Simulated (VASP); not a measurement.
# Hf3SnS4 (P4/mmm) in VASP: single point with r2SCAN

Aim: the single point of Hf3SnS4 with r2SCAN.

Program: VASP 6.6.1. These are calculated values, not measurements. Logs are shortened: lines on timing, memory, paths and dates and some standing lists are left out, and cuts for length are marked.

**1. The structure**

The structure is tetragonal, space group P4/mmm (No. 123). The conventional cell has a = 3.203 Å, b = 3.203 Å, c = 14.348 Å, α = 90.00°, β = 90.00°, γ = 90.00°. Hf (site symmetry 4mm) has 8 S at 2.62 to 2.87 Å as nearest neighbours. Hf (site symmetry 4/mmm) has 8 S at 2.74 Å as nearest neighbours. Sn (site symmetry 4/mmm) is surrounded by 4 Sn at 3.20 Å and 8 S at 3.41 Å. Around S (site symmetry 4mm) lie 4 Hf at 2.62 Å. Around S (site symmetry 4mm) lie 8 Hf at 2.74 to 2.87 Å and 2 S at 3.08 Å.

The cell was built by a generator and needn't be a form met in nature.

**2. Single point, r2SCAN**

Input file INCAR:

```
PREC     = Accurate       # precision mode
ENCUT    = 520            # plane-wave cutoff, eV
EDIFF    = 1E-6           # SCF threshold, eV
ISMEAR   = 0              # smearing method
SIGMA    = 0.1            # smearing width, eV
LREAL    = False          # projectors in reciprocal space
LASPH    = True           # aspherical terms in the spheres
NELM     = 150            # most SCF steps
ALGO     = Normal         # electronic algorithm
ISIF     = 2              # what is computed and relaxed
LWAVE    = False          # write WAVECAR
LCHARG   = False          # write CHGCAR
METAGGA  = R2SCAN         # meta-GGA
LMIXTAU  = True         
NBANDS   = 44             # bands
KPAR     = 4
```

Input file KPOINTS:

```
regular mesh
0
Gamma
  10 10 2
```

Input file POSCAR:

```
Hf3SnS4
1.0
    3.2028400000      0.0000000000      0.0000000000
    0.0000000000      3.2028400000      0.0000000000
    0.0000000000      0.0000000000     14.3484400000
Hf Sn S
3 1 4
Direct
    0.0000000000      0.0000000000      0.2696830000
    0.0000000000      0.0000000000      0.5000000000
    0.0000000000      0.0000000000      0.7303170000
    0.0000000000      0.0000000000      0.0000000000
    0.5000000000      0.5000000000      0.1776240000
    0.5000000000      0.5000000000      0.3926270000
    0.5000000000      0.5000000000      0.6073730000
    0.5000000000      0.5000000000      0.8223760000
```

Potentials or basis: VASP PAW PBE potentials, release 64 (Hf_pv, Sn_d, S).

On the command line:

```console
$ cat potpaw_PBE.64/Hf_pv/POTCAR potpaw_PBE.64/Sn_d/POTCAR potpaw_PBE.64/S/POTCAR > POTCAR
$ mpirun -np 4 vasp_std > vasp.out
```

OUTCAR:

```text
PREC = Accurate
   ENCUT = 520
   EDIFF = 1E-6
   ISMEAR = 0
   LREAL = False
   LASPH = True
   NELM = 150
   ISIF = 2
   METAGGA = R2SCAN

 ion  position               nearest neighbor table
   1  0.000  0.000  0.270-   5 2.62   5 2.62   5 2.62   5 2.62   6 2.87   6 2.87   6 2.87   6 2.87
                             2 3.30
   2  0.000  0.000  0.500-   6 2.74   7 2.74   6 2.74   7 2.74   6 2.74   7 2.74   6 2.74   7 2.74
                             1 3.30   3 3.30
   3  0.000  0.000  0.730-   8 2.62   8 2.62   8 2.62   8 2.62   7 2.87   7 2.87   7 2.87   7 2.87
                             2 3.30
   4  0.000  0.000  0.000-
   5  0.500  0.500  0.178-   1 2.62   1 2.62   1 2.62   1 2.62
   6  0.500  0.500  0.393-   2 2.74   2 2.74   2 2.74   2 2.74   1 2.87   1 2.87   1 2.87   1 2.87

   7  0.500  0.500  0.607-   2 2.74   2 2.74   2 2.74   2 2.74   3 2.87   3 2.87   3 2.87   3 2.87

   8  0.500  0.500  0.822-   3 2.62   3 2.62   3 2.62   3 2.62

  LATTYP: Found a simple tetragonal cell.
 ALAT       =     3.2028400000
 C/A-ratio  =     4.4799115785

  Lattice vectors:

 A1 = (   3.2028400000,   0.0000000000,   0.0000000000)
 A2 = (   0.0000000000,   3.2028400000,   0.0000000000)
 A3 = (   0.0000000000,   0.0000000000,  14.3484400000)

Analysis of symmetry for initial positions (statically):
=====================================================================
 Subroutine PRICEL returns:
 Original cell was already a primitive cell.

 Routine SETGRP: Setting up the symmetry group for a
 simple tetragonal supercell.

 Subroutine GETGRP returns: Found 16 space group operations
 (whereof 16 operations were pure point group operations)
 out of a pool of 16 trial point group operations.

The static configuration has the point symmetry D_4h.

Analysis of symmetry for dynamics (positions and initial velocities):
=====================================================================
 Subroutine PRICEL returns:
 Original cell was already a primitive cell.

 Routine SETGRP: Setting up the symmetry group for a
 simple tetragonal supercell.

 Subroutine GETGRP returns: Found 16 space group operations
 (whereof 16 operations were pure point group operations)
 out of a pool of 16 trial point group operations.

The dynamic configuration has the point symmetry D_4h.

 Subroutine INISYM returns: Found 16 space group operations
 (whereof 16 operations are pure point group operations),
 and found     1 'primitive' translations

----------------------------------------------------------------------------------------

                                     Primitive cell

  volume of cell :     147.1889

  direct lattice vectors                    reciprocal lattice vectors
     3.202840000  0.000000000  0.000000000     0.312222902  0.000000000  0.000000000
     0.000000000  3.202840000  0.000000000     0.000000000  0.312222902  0.000000000
     0.000000000  0.000000000 14.348440000     0.000000000  0.000000000  0.069693988

  length of vectors
     3.202840000  3.202840000 14.348440000     0.312222902  0.312222902  0.069693988

  position of ions in fractional coordinates (direct lattice)
     0.000000000  0.000000000  0.269683000
     0.000000000  0.000000000  0.500000000
     0.000000000  0.000000000  0.730317000
     0.000000000  0.000000000  0.000000000
     0.500000000  0.500000000  0.177624000
     0.500000000  0.500000000  0.392627000
     0.500000000  0.500000000  0.607373000
     0.500000000  0.500000000  0.822376000

  ion indices of the primitive-cell ions
   primitive index   ion index
                 1           1
                 2           2
                 3           3
                 4           4
                 5           5
                 6           6
                 7           7
                 8           8

----------------------------------------------------------------------------------------

 KPOINTS: regular mesh

Automatic generation of k-mesh.
 Grid dimensions read from file:
 generate k-points for:   10   10    2

 Generating k-lattice:

  Cartesian coordinates                     Fractional coordinates (reciprocal lattice)
     0.031222290  0.000000000  0.000000000     0.100000000  0.000000000  0.000000000
     0.000000000  0.031222290  0.000000000     0.000000000  0.100000000  0.000000000
     0.000000000  0.000000000  0.034846994     0.000000000  0.000000000  0.500000000

  Length of vectors
     0.031222290  0.031222290  0.034846994

  Shift w.r.t. Gamma in fractional coordinates (k-lattice)
     0.000000000  0.000000000  0.000000000

 Subroutine IBZKPT returns following result:
 ===========================================

 Found     42 irreducible k-points:

 Following reciprocal coordinates:
            Coordinates               Weight
  0.000000  0.000000  0.000000      1.000000
  0.100000  0.000000  0.000000      4.000000
  0.200000  0.000000  0.000000      4.000000
  0.300000  0.000000  0.000000      4.000000
  0.400000  0.000000  0.000000      4.000000
  0.500000  0.000000  0.000000      2.000000
[... 16 lines left out ...]
  0.100000  0.000000  0.500000      4.000000
  0.200000  0.000000  0.500000      4.000000
 [... further k-points ...]
   k-points           NKPTS =     42   k-points in BZ     NKDIM =     42   number of bands    NBANDS=     44
   number of dos      NEDOS =    301   number of ions     NIONS =      8
   total plane-waves  NPLWV =  62208
   dimension x,y,z NGX =    24 NGY =   24 NGZ =  108
   dimension x,y,z NGXF=    48 NGYF=   48 NGZF=  216
   ions per type =               3   1   4
   NGX,Y,Z   is equivalent  to a cutoff of  12.46, 12.46, 12.51 a.u.
   NGXF,Y,Z  is equivalent  to a cutoff of  24.91, 24.91, 25.03 a.u.
 SYSTEM =  unknown system
   PREC   = accura    normal or accurate (medium, high low for compatibility)
   ISTART =      0    job   : 0-new  1-cont  2-samecut
   ICHARG =      2    charge: 1-file 2-atom 10-const
   ISPIN  =      1    spin polarized calculation?
   LNONCOLLINEAR =      F non collinear calculations
   LSORBIT =      F    spin-orbit coupling
   LASPH  =      T    aspherical Exc in radial PAW
   ENCUT  =  520.0 eV  38.22 Ry    6.18 a.u.   5.96  5.96 26.68*2*pi/ulx,y,z
   NELM   =    150;   NELMIN=  2; NELMDL= -5     # of ELM steps
   EDIFF  = 0.1E-05   stopping-criterion for ELM
   LREAL  =      F    real-space projection
   EDIFFG = 0.1E-04   stopping-criterion for IOM
   NSW    =      0    number of steps for IOM
   IBRION =     -1    ionic relax: 0-MD 1-quasi-New 2-CG
   NFREE  =      0    steps in history (QN), initial steepest desc. (CG)
   ISIF   =      2    stress and relaxation
   ISYM   =      2    0-nonsym 1-usesym 2-fastsym
   POTIM  = 0.5000    time-step for ionic-motion
   TEBEG  =    0.0;   TEEND  =   0.0 temperature during run
   PSTRESS=    0.0 pullay stress
   NELECT =      68.0000    total number of electrons
   NUPDOWN=      -1.0000    fix difference up-down
   EMIN   =  10.00;   EMAX   =-10.00  energy-range for DOS
   EFERMI =   0.00;   METHOD = LEGACY
   ISMEAR =     0;   SIGMA  =   0.10  broadening in eV -4-tet -1-fermi 0-gaus
   EFERMI_NEDOS =   21; number of points for ismear=-14 and -15
   IALGO  =     38    algorithm
   IMIX   =      4    mixing-type and parameters
     AMIX     =   0.40;   BMIX     =  1.00
     AMIX_MAG =   1.60;   BMIX_MAG =  1.00
  volume/ion in A,a.u.               =      18.40       124.16
  Fermi-wavevector in a.u.,A,eV,Ry     =   1.265570  2.391580 21.791999  1.601667
  Thomas-Fermi vector in A             =   2.398816
   LORBIT       =      0    0 simple, 1 ext, 2 COOP (PROOUT), +10 PAW based schemes
   METAGGA = R2SCAN    functional components
   LHFCALC =     F    Hartree Fock is set to
   AEXX    =    0.0000 exact exchange contribution
   IVDW    =     0    specifies the selected vdW correction
   LEPSILON=     F    determine dielectric tensor
   LRPA    =     F    only Hartree local field effects (RPA)
 non-spin polarized calculation
 Gauss-broadening in eV      SIGMA  =   0.10
  energy-cutoff  :      520.00
  volume of cell :      147.19
 maximum number of plane-waves:      4006
 NGX is ok and might be reduce to    24
   NGX = 11   NGY = 11   NGZ = 53

 number of electron      68.0000013 magnetization

 Free energy of the ion-electron system (eV)
  ---------------------------------------------------
  ext. energy  EPLUGINS =         0.00000000
  ---------------------------------------------------
  free energy    TOTEN  =      -201.26838015 eV

  energy without entropy =     -201.25978906  energy(sigma->0) =     -201.26408460

 E-fermi :   7.6044     XC(G=0): -11.9411

 val. band max:        7.5746169775   @ k =   0.4000   0.0000   0.0000
 cond. band min:       7.6870284465   @ k =   0.1000   0.1000   0.0000
 fundamental gap:      0.1124114690
 Fermi energy:         7.6044283838

 k-point     1 :       0.0000    0.0000    0.0000
  band No.  band energies     occupation
      1     -25.0207      2.00000
      2     -24.9588      2.00000
      3     -24.7236      2.00000
      4     -24.6069      2.00000
      5     -24.6069      2.00000
      6     -24.6054      2.00000
[... 36 lines left out ...]
     43      11.6252      0.00000
     44      11.6689      0.00000

 k-point     2 :       0.1000    0.0000    0.0000
  band No.  band energies     occupation
      1     -25.0140      2.00000
      2     -24.9531      2.00000
      3     -24.7189      2.00000
      4     -24.6512      2.00000
      5     -24.6488      2.00000
      6     -24.6029      2.00000
[... 36 lines left out ...]
     43      11.4789      0.00000
     44      12.0676      0.00000

 k-point     3 :       0.2000    0.0000    0.0000
  band No.  band energies     occupation
      1     -24.9964      2.00000
      2     -24.9382      2.00000
      3     -24.7656      2.00000
      4     -24.7641      2.00000
      5     -24.7036      2.00000
      6     -24.6926      2.00000
[... 36 lines left out ...]
     43      11.0783      0.00000
     44      11.5637      0.00000

 k-point     4 :       0.3000    0.0000    0.0000
  band No.  band energies     occupation
      1     -24.9746      2.00000
      2     -24.9211      2.00000
      3     -24.9027      2.00000
      4     -24.8999      2.00000
      5     -24.8289      2.00000
      6     -24.6878      2.00000
[... 882 lines left out ...]
     43      11.6018      0.00000
     44      11.6689      0.00000

 k-point    23 :       0.1000    0.0000    0.5000
  band No.  band energies     occupation
      1     -25.0140      2.00000
      2     -24.9531      2.00000
      3     -24.7190      2.00000
      4     -24.6512      2.00000
      5     -24.6488      2.00000
      6     -24.6029      2.00000
[... 36 lines left out ...]
     43      11.3267      0.00000
     44      11.5752      0.00000

 k-point    24 :       0.2000    0.0000    0.5000
  band No.  band energies     occupation
      1     -24.9964      2.00000
      2     -24.9382      2.00000
      3     -24.7656      2.00000
      4     -24.7641      2.00000
      5     -24.7036      2.00000
      6     -24.6926      2.00000
[... 36 lines left out ...]
     43      11.0311      0.00000
     44      11.5286      0.00000

 [... further k-points ...]

------------------------ aborting loop because EDIFF is reached ----------------------------------------

  FORCE on cell =-STRESS in cart. coord.  units (eV):
  Direction    XX          YY          ZZ          XY          YZ          ZX
  --------------------------------------------------------------------------------------
  -------------------------------------------------------------------------------------
  Total       -1.4239872     -1.4239872     -0.3093680      0.0000000     -0.0000000      0.0000000
  in kB      -15.5003492    -15.5003492     -3.3675247      0.0000000     -0.0000000      0.0000000
  external PRESSURE =     -11.4560743 kB  Pullay stress =       0.0000000 kB

 VOLUME and BASIS-vectors are now :
 -----------------------------------------------------------------------------
  energy-cutoff  :      520.00
  volume of cell :      147.19
      direct lattice vectors                 reciprocal lattice vectors
     3.202840000  0.000000000  0.000000000     0.312222902  0.000000000  0.000000000
     0.000000000  3.202840000  0.000000000     0.000000000  0.312222902  0.000000000
     0.000000000  0.000000000 14.348440000     0.000000000  0.000000000  0.069693988

 POSITION                                       TOTAL-FORCE (eV/Angst)
 -----------------------------------------------------------------------------------
      0.00000      0.00000      3.86953         0.000000     -0.000000     -0.007856
      0.00000      0.00000      7.17422         0.000000     -0.000000      0.000000
      0.00000      0.00000     10.47891        -0.000000      0.000000      0.007856
      0.00000      0.00000      0.00000         0.000000     -0.000000      0.000000
      1.60142      1.60142      2.54863        -0.000000     -0.000000      0.154646
      1.60142      1.60142      5.63358         0.000000     -0.000000      0.002847
      1.60142      1.60142      8.71486         0.000000      0.000000     -0.002847
      1.60142      1.60142     11.79981         0.000000     -0.000000     -0.154646
 -----------------------------------------------------------------------------------
    total drift:                                0.000000     -0.000000      0.000000

  FREE ENERGIE OF THE ION-ELECTRON SYSTEM (eV)
  ---------------------------------------------------
  free  energy   TOTEN  =      -201.2683801468 eV

  energy  without entropy=     -201.2597890561  energy(sigma->0) =     -201.26408460
```

It took 2.3 min on 4 MPI ranks of Intel Xeon 6975P-C (Granite Rapids), shared host; peak memory 0.41 GiB.

Results:

* Free energy: -201.2684 eV
* Pressure: -1.1 GPa
* Largest force: 0.155 eV/Å
* Band gap on the k mesh: none (metal or under the smearing width)

Forces in eV/Å, atoms in the order of the input:
```
Hf   0.000  0.000 -0.008
Hf   0.000  0.000  0.000
Hf   0.000  0.000  0.008
Sn   0.000  0.000  0.000
S    0.000  0.000  0.155
S    0.000  0.000  0.003
S    0.000  0.000 -0.003
S    0.000  0.000 -0.155
```

Stress tensor (GPa, compression positive):
```
-1.55  0.00  0.00
 0.00 -1.55  0.00
 0.00  0.00 -0.34
```

Caveat: the PAW data sets were made with another functional, which shifts forces and pressure a little.
